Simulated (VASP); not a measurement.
# SiCl5 (P6/mmm) in VASP: further runs

Runs on SiCl5. Level: PBE. Tasks: relaxation of cell and atoms.

Program: VASP 6.6.1. These are calculated values, not measurements. Logs are shortened: lines on timing, memory, paths and dates and some standing lists are left out, and cuts for length are marked.

### Step 1. The structure

It takes space group P6/mmm (No. 191, hexagonal). The conventional cell has a = 6.136 Å, b = 6.136 Å, c = 5.122 Å, α = 90.00°, β = 90.00°, γ = 120.00°. Si (site symmetry 6/mmm) is surrounded by 18 Cl at 3.54 to 4.00 Å. Around Cl (site symmetry -6m2) lie 9 Cl at 3.11 to 3.54 Å and 3 Si at 3.54 Å. Around Cl (site symmetry mmm) lie 8 Cl at 3.07 to 3.11 Å.

The cell was built by a generator and needn't be a form met in nature.

### Step 2. Relaxation of cell and atoms, PBE

Contents of INCAR:

```
PREC = Normal
ENCUT = 520
EDIFF = 1E-4
ISMEAR = 0
SIGMA = 0.15
LREAL = F
LASPH = T
NELM = 60
ALGO = Fast
ISIF = 3
LWAVE = F
LCHARG = F
GGA = PE
IBRION = 2
NSW = 24
EDIFFG = -0.08
```

Contents of KPOINTS:

```
regular mesh
0
Gamma
  3 3 4
```

Contents of POSCAR:

```
SiCl5
1.0
    6.1362287700      0.0000000000      0.0000000000
   -3.0681143900      5.3141300000      0.0000000000
    0.0000000000      0.0000000000      5.1222738800
Si Cl
1 5
Direct
    0.0000000000      0.0000000000      0.0000000000
    0.3333333300      0.6666666700      0.0000000000
    0.6666666700      0.3333333300      0.0000000000
    0.5000000000      0.0000000000      0.5000000000
    0.5000000000      0.5000000000      0.5000000000
    0.0000000000      0.5000000000      0.5000000000
```

Potentials or basis: VASP PAW PBE potentials, release 64 (Si, Cl).

Started as:

```bash
cat potpaw_PBE.64/Si/POTCAR potpaw_PBE.64/Cl/POTCAR > POTCAR
mpirun -np 1 vasp_std > vasp.out
```

OUTCAR:

```text
PREC = Normal
   ENCUT = 520
   EDIFF = 1E-4
   ISMEAR = 0
   LREAL = F
   LASPH = T
   NELM = 60
   ISIF = 3
   GGA = PE
   IBRION = 2
   NSW = 24
   EDIFFG = -0.08

 ion  position               nearest neighbor table
   1  0.000  0.000  0.000-
   2  0.333  0.667  0.000-
   3  0.667  0.333  0.000-
   4  0.500  0.000  0.500-
   5  0.500  0.500  0.500-
   6  0.000  0.500  0.500-

  LATTYP: Found a hexagonal cell.
 ALAT       =     6.1362287700
 C/A-ratio  =     0.8347592751

  Lattice vectors:

 A1 = (   6.1362287700,   0.0000000000,   0.0000000000)
 A2 = (  -3.0681143900,   5.3141300000,   0.0000000000)
 A3 = (   0.0000000000,   0.0000000000,   5.1222738800)

Analysis of symmetry for initial positions (statically):
=====================================================================
 Subroutine PRICEL returns:
 Original cell was already a primitive cell.

 Routine SETGRP: Setting up the symmetry group for a
 hexagonal supercell.

 Subroutine GETGRP returns: Found 24 space group operations
 (whereof 24 operations were pure point group operations)
 out of a pool of 24 trial point group operations.

The static configuration has the point symmetry D_6h.

Analysis of symmetry for dynamics (positions and initial velocities):
=====================================================================
 Subroutine PRICEL returns:
 Original cell was already a primitive cell.

 Routine SETGRP: Setting up the symmetry group for a
 hexagonal supercell.

 Subroutine GETGRP returns: Found 24 space group operations
 (whereof 24 operations were pure point group operations)
 out of a pool of 24 trial point group operations.

The dynamic configuration has the point symmetry D_6h.

 Subroutine INISYM returns: Found 24 space group operations
 (whereof 24 operations are pure point group operations),
 and found     1 'primitive' translations

----------------------------------------------------------------------------------------

                                     Primitive cell

  volume of cell :     167.0308

  direct lattice vectors                    reciprocal lattice vectors
     6.136228770  0.000000000  0.000000000     0.162966545  0.094088779  0.000000000
    -3.068114390  5.314130000  0.000000000     0.000000000  0.188177557  0.000000000
     0.000000000  0.000000000  5.122273880     0.000000000  0.000000000  0.195225797

  length of vectors
     6.136228770  6.136228774  5.122273880     0.188177557  0.188177557  0.195225797

  position of ions in fractional coordinates (direct lattice)
     0.000000000  0.000000000  0.000000000
     0.333333330  0.666666670  0.000000000
     0.666666670  0.333333330  0.000000000
     0.500000000  0.000000000  0.500000000
     0.500000000  0.500000000  0.500000000
     0.000000000  0.500000000  0.500000000

  ion indices of the primitive-cell ions
   primitive index   ion index
                 1           1
                 2           2
                 3           3
                 4           4
                 5           5
                 6           6

----------------------------------------------------------------------------------------

 KPOINTS: regular mesh

Automatic generation of k-mesh.
 Grid dimensions read from file:
 generate k-points for:    3    3    4

 Generating k-lattice:

  Cartesian coordinates                     Fractional coordinates (reciprocal lattice)
     0.054322182  0.031362926  0.000000000     0.333333333  0.000000000  0.000000000
     0.000000000  0.062725852  0.000000000     0.000000000  0.333333333  0.000000000
     0.000000000  0.000000000  0.048806449     0.000000000  0.000000000  0.250000000

  Length of vectors
     0.062725852  0.062725852  0.048806449

  Shift w.r.t. Gamma in fractional coordinates (k-lattice)
     0.000000000  0.000000000  0.000000000

 Subroutine IBZKPT returns following result:
 ===========================================

 Found      9 irreducible k-points:

 Following reciprocal coordinates:
            Coordinates               Weight
  0.000000  0.000000  0.000000      1.000000
  0.333333 -0.000000  0.000000      6.000000
  0.333333  0.333333  0.000000      2.000000
  0.000000  0.000000  0.250000      2.000000
  0.333333 -0.000000  0.250000     12.000000
  0.333333  0.333333  0.250000      4.000000
  0.000000  0.000000  0.500000      1.000000
  0.333333 -0.000000  0.500000      6.000000
  0.333333  0.333333  0.500000      2.000000
   k-points           NKPTS =      9   k-points in BZ     NKDIM =      9   number of bands    NBANDS=     23
   number of dos      NEDOS =    301   number of ions     NIONS =      6
   total plane-waves  NPLWV =  38880
   dimension x,y,z NGX =    36 NGY =   36 NGZ =   30
   dimension x,y,z NGXF=    72 NGYF=   72 NGZF=   60
   ions per type =               1   5
   NGX,Y,Z   is equivalent  to a cutoff of   9.75,  9.75,  9.74 a.u.
   NGXF,Y,Z  is equivalent  to a cutoff of  19.51, 19.51, 19.47 a.u.
 SYSTEM =  unknown system
   PREC   = normal    normal or accurate (medium, high low for compatibility)
   ISTART =      0    job   : 0-new  1-cont  2-samecut
   ICHARG =      2    charge: 1-file 2-atom 10-const
   ISPIN  =      1    spin polarized calculation?
   LNONCOLLINEAR =      F non collinear calculations
   LSORBIT =      F    spin-orbit coupling
   LASPH  =      T    aspherical Exc in radial PAW
   ENCUT  =  520.0 eV  38.22 Ry    6.18 a.u.  11.41 11.41  9.52*2*pi/ulx,y,z
   NELM   =     60;   NELMIN=  2; NELMDL= -5     # of ELM steps
   EDIFF  = 0.1E-03   stopping-criterion for ELM
   LREAL  =      F    real-space projection
   EDIFFG = -.8E-01   stopping-criterion for IOM
   NSW    =     24    number of steps for IOM
   IBRION =      2    ionic relax: 0-MD 1-quasi-New 2-CG
   NFREE  =      1    steps in history (QN), initial steepest desc. (CG)
   ISIF   =      3    stress and relaxation
   ISYM   =      2    0-nonsym 1-usesym 2-fastsym
   POTIM  = 0.5000    time-step for ionic-motion
   TEBEG  =    0.0;   TEEND  =   0.0 temperature during run
   PSTRESS=    0.0 pullay stress
   NELECT =      39.0000    total number of electrons
   NUPDOWN=      -1.0000    fix difference up-down
   EMIN   =  10.00;   EMAX   =-10.00  energy-range for DOS
   EFERMI =   0.00;   METHOD = LEGACY
   ISMEAR =     0;   SIGMA  =   0.15  broadening in eV -4-tet -1-fermi 0-gaus
   EFERMI_NEDOS =   21; number of points for ismear=-14 and -15
   IALGO  =     68    algorithm
   IMIX   =      4    mixing-type and parameters
     AMIX     =   0.40;   BMIX     =  1.00
     AMIX_MAG =   1.60;   BMIX_MAG =  1.00
  volume/ion in A,a.u.               =      27.84       187.86
  Fermi-wavevector in a.u.,A,eV,Ry     =   1.008086  1.905006 13.826746  1.016237
  Thomas-Fermi vector in A             =   2.140931
   LORBIT       =      0    0 simple, 1 ext, 2 COOP (PROOUT), +10 PAW based schemes
   GGA     = PE    functional components
   LHFCALC =     F    Hartree Fock is set to
   AEXX    =    0.0000 exact exchange contribution
   IVDW    =     0    specifies the selected vdW correction
   LEPSILON=     F    determine dielectric tensor
   LRPA    =     F    only Hartree local field effects (RPA)
 conjugate gradient relaxation of ions
 non-spin polarized calculation
 RMM-DIIS sequential band-by-band and
 Gauss-broadening in eV      SIGMA  =   0.15
  energy-cutoff  :      520.00
  volume of cell :      167.03
 maximum number of plane-waves:      4524
   NGX = 23   NGY = 23   NGZ = 19

--------------------------------------- Ionic step        1  -------------------------------------------

 number of electron      39.0000047 magnetization

 Free energy of the ion-electron system (eV)
  ---------------------------------------------------
  ext. energy  EPLUGINS =         0.00000000
  ---------------------------------------------------
  free energy    TOTEN  =        -9.19744350 eV

  energy without entropy =       -9.08494104  energy(sigma->0) =       -9.14119227

------------------------ aborting loop because EDIFF is reached ----------------------------------------

  FORCE on cell =-STRESS in cart. coord.  units (eV):
  Direction    XX          YY          ZZ          XY          YZ          ZX
  --------------------------------------------------------------------------------------
  -------------------------------------------------------------------------------------
  Total       -6.2070549     -6.2070549      2.9327661      0.0000000      0.0000000      0.0000000
  in kB      -59.5387425    -59.5387425     28.1314101      0.0000001      0.0000000      0.0000000
  external PRESSURE =     -30.3153583 kB  Pullay stress =       0.0000000 kB
[... 101 lines left out ...]
  FREE ENERGIE OF THE ION-ELECTRON SYSTEM (eV)
  ---------------------------------------------------
  free  energy   TOTEN  =       -10.9447244819 eV

  energy  without entropy=      -10.9169019326  energy(sigma->0) =      -10.93081321

 E-fermi :   5.8057     XC(G=0): -10.2794

 val. band max:        5.7980599458   @ k =   0.3333  -0.0000   0.0000
 cond. band min:       5.8667569036   @ k =   0.3333   0.3333   0.5000
 fundamental gap:      0.0686969578
 Fermi energy:         5.8056899072

 k-point     1 :       0.0000    0.0000    0.0000
  band No.  band energies     occupation
      1     -13.4215      2.00000
      2     -10.8849      2.00000
      3      -7.7801      2.00000
      4      -7.7365      2.00000
      5      -7.7365      2.00000
      6      -4.2495      2.00000
[... 223 lines left out ...]
     22       6.4499      0.00000
     23      10.4017      0.00000

[... ionic steps 4 to 11 ...]

--------------------------------------- Ionic step       12  -------------------------------------------

 number of electron      38.9999890 magnetization

------------------------ aborting loop because EDIFF is reached ----------------------------------------

  FORCE on cell =-STRESS in cart. coord.  units (eV):
  Direction    XX          YY          ZZ          XY          YZ          ZX
  --------------------------------------------------------------------------------------
  -------------------------------------------------------------------------------------
  Total       -1.0468116     -1.0468116      1.3297198      0.0000000     -0.0000000      0.0000000
  in kB      -10.4213811    -10.4213811     13.2378330      0.0000000     -0.0000000      0.0000000
  external PRESSURE =      -2.5349764 kB  Pullay stress =       0.0000000 kB
[... 65 lines left out ...]
  energy  without entropy=      -12.1450009754  energy(sigma->0) =      -12.17951312

--------------------------------------- Ionic step       14  -------------------------------------------

 number of electron      39.0000129 magnetization

 Free energy of the ion-electron system (eV)
  ---------------------------------------------------
  ext. energy  EPLUGINS =         0.00000000
  ---------------------------------------------------
  free energy    TOTEN  =       -12.22697962 eV

  energy without entropy =      -12.15569381  energy(sigma->0) =      -12.19133672

 E-fermi :   0.6286     XC(G=0):  -7.9939

 val. band max:        0.5162213883   @ k =   0.3333  -0.0000   0.0000
 cond. band min:       0.6498483015   @ k =   0.3333   0.3333   0.0000
 fundamental gap:      0.1336269132
 Fermi energy:         0.6286128037

 k-point     1 :       0.0000    0.0000    0.0000
  band No.  band energies     occupation
      1     -15.3550      2.00000
      2     -13.8373      2.00000
      3     -12.3250      2.00000
      4     -12.2932      2.00000
      5     -12.2932      2.00000
      6      -5.8832      2.00000
[... 256 lines left out ...]
  FREE ENERGIE OF THE ION-ELECTRON SYSTEM (eV)
  ---------------------------------------------------
  free  energy   TOTEN  =       -12.2269796160 eV

  energy  without entropy=      -12.1556938142  energy(sigma->0) =      -12.19133672

 reached required accuracy - stopping structural energy minimisation
```

Wall time 87 s (1 thread of Intel Xeon 6975P-C (Granite Rapids), shared host); peak memory 0.21 GiB.

What came out:

- Free energy: -12.2270 eV
- Relaxed volume: 27.66 Å³/atom
- Relaxed cell: a = 5.123 Å, b = 5.123 Å, c = 7.303 Å, α = 90.00°, β = 90.00°, γ = 120.00°
- Space group after relaxing (to 0.05 Å): P6/mmm (No. 191)
- Energy gained by relaxing: 504.9 meV/atom
- Ionic steps: 14
- Pressure after relaxing: -0.1 GPa
- Band gap on the k mesh: none (metal or under the smearing width)

Stress tensor (GPa, compression positive):
```
-0.18  0.00  0.00
 0.00 -0.18  0.00
 0.00  0.00  0.09
```

The path:
```tsv
step	energy change (eV)	largest force (eV/Å)	pressure (GPa)	volume (Å³)
1	0.0000	0.0000	-3.03	167.03
2	-0.7665	0.0000	-2.58	154.33
3	-1.7473	0.0000	0.28	136.92
4	0.3208	0.0000	29.85	103.33
5	-1.9304	0.0000	2.52	130.81
6	-1.9555	0.0000	4.72	126.45
7	-2.4726	0.0000	5.09	131.05
8	-2.5682	0.0000	6.30	133.43
9	-2.9804	0.0000	0.34	156.25
10	-2.9872	0.0000	-0.64	161.79
11	-2.9880	0.0000	-0.34	160.37
12	-2.9879	0.0000	-0.25	160.94
13	-3.0166	0.0000	-0.33	163.39
14	-3.0295	0.0000	-0.09	165.96
```

Final structure:
```
Si Cl
1.0
     5.12257    0.00000    0.00000
    -2.56128    4.43628    0.00000
     0.00000    0.00000    7.30312
Si Cl
1 5
Direct
  0.00000 0.00000 0.00000
  0.33333 0.66667 0.00000
  0.66667 0.33333 0.00000
  0.50000 0.00000 0.50000
  0.50000 0.50000 0.50000
  0.00000 0.50000 0.50000
```

Caveat: the k mesh is coarse (spacing up to 0.39 Å⁻¹), so the values aren't converged; this functional lacks dispersion, which binds the layers, so the pressure and a relaxed spacing across them are unreliable; an odd number of electrons without spin polarisation forces a metal; a magnetic or distorted state may lie lower; the relaxation stopped at a loose force limit of 0.08 eV/Å, so its end isn't a converged minimum.

[end of part 1 of 2]
